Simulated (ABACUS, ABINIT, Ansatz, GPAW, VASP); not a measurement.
## SiO: programs and potentials compared

```
Si O
1.0
     0.00000    2.43364    2.43364
     2.43364    0.00000    2.43364
     2.43364    2.43364    0.00000
Si O
1 1
Cartesian
  3.6505 3.6505 3.6505
  0.0000 0.0000 0.0000
```

The cell comes from a database or a generator and needn't be the stable form of this composition.

Alike in all runs: task single point; functional PBE; k mesh 9 × 9 × 9; occupations fermi-dirac, width 0.05 eV; no spin polarisation; no spin-orbit coupling. Pressure is positive in compression and, in plane waves, holds the error of the finite cutoff, which Ansatz's Pulay term estimates and takes out.

| program and potentials | plane-wave cutoff (eV) | notes | pressure (GPa) |
| --- | --- | --- | --- |
| ABINIT, JTH PAW PBE v2.0 | 626 | - | -0.33 |
| VASP, PBE PAW files O, Si, 520 eV | 520 | - | -0.03 |
| GPAW, GPAW PAW data sets (gpaw-data 1.2.1) | 800 | - | 0.39 |
| Ansatz, Ansatz PAW (earlier soft set) | 420 | Pulay term of +0.22 GPa included | -0.05 |
| ABACUS, PseudoDojo NC SR 0.4.1 PBE standard, plane waves | 1143 | - | -0.11 |

The pressure spans -0.33 (ABINIT, JTH PAW PBE v2.0) to 0.39 GPa (GPAW, GPAW PAW data sets (gpaw-data 1.2.1)).

The functional is the same throughout but for its coding, so the spread measures potentials, basis and numerics; runs on potential files found faulty are left out.
